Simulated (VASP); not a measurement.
An input for Quantum ESPRESSO's pw.x (written as the equivalent of a VASP run, and not itself run):

```
&CONTROL
  calculation = 'scf'
  pseudo_dir = './pseudo'
  outdir = './out'
  tprnfor = .true.
  tstress = .false.
/
&SYSTEM
  ibrav = 0
  nat = 2
  ntyp = 2
  ecutwfc = 84
  occupations = 'smearing'
  smearing = 'gaussian'
  degauss = 0.000735
  input_dft = 'pbe0'
  nqx1 = 7
  nqx2 = 7
  nqx3 = 7
/
&ELECTRONS
  conv_thr = 7.3e-08
  electron_maxstep = 100
/
ATOMIC_SPECIES
  Mg 24.305 Mg.upf
  Te 127.600 Te.upf
CELL_PARAMETERS angstrom
     0.0000000    3.2058210    3.2058210
     3.2058210    0.0000000    3.2058210
     3.2058210    3.2058210    0.0000000
ATOMIC_POSITIONS crystal
  Mg   0.0000000  0.0000000  0.0000000
  Te   0.7500000  0.7500000  0.7500000
K_POINTS automatic
  7 7 7 0 0 0
```

**Question.** Write the VASP files for the same calculation (PBE0).

**Answer.** Several could match; the one computed here: 
### KPOINTS
```
Regular mesh
0
gamma
  7 7 7
0 0 0
```

INCAR:
```
SYSTEM=MgTe
PREC=Accurate; ENCUT=300; LREAL=F
LASPH=T; ISYM=3
EDIFF=1E-6; NELM=100; ALGO=Normal
LMAXMIX=4
ISMEAR=0; SIGMA=0.01
GGA=PE; LHFCALC=T; AEXX=0.25
HFRCUT=-1; PRECFOCK=Fast
ISIF=2
LWAVE=F; LCHARG=F
```

POSCAR:
```
MgTe
1
    0.0000000000     3.2058210000     3.2058210000
    3.2058210000     0.0000000000     3.2058210000
    3.2058210000     3.2058210000     0.0000000000
Mg Te
1 1
Direct
  0.0000000000   0.0000000000   0.0000000000
  0.7500000000   0.7500000000   0.7500000000
```

POTCAR, in this order: Mg Te (PBE.64 set). Program: vasp_std.

The two are equivalent in intent, not identical: the potentials are each code's own (VASP's PAW set, PseudoDojo norm-conserving files in pw.x), so ENCUT and ecutwfc are chosen apart and not converted; conv_thr bounds pw.x's estimated SCF error, while EDIFF bounds the energy change between steps; the singularity of exact exchange is treated differently by default.

The structure comes from a computed database's MgTe entry; how it stands against other phases isn't given here. The cell was not relaxed at this level.
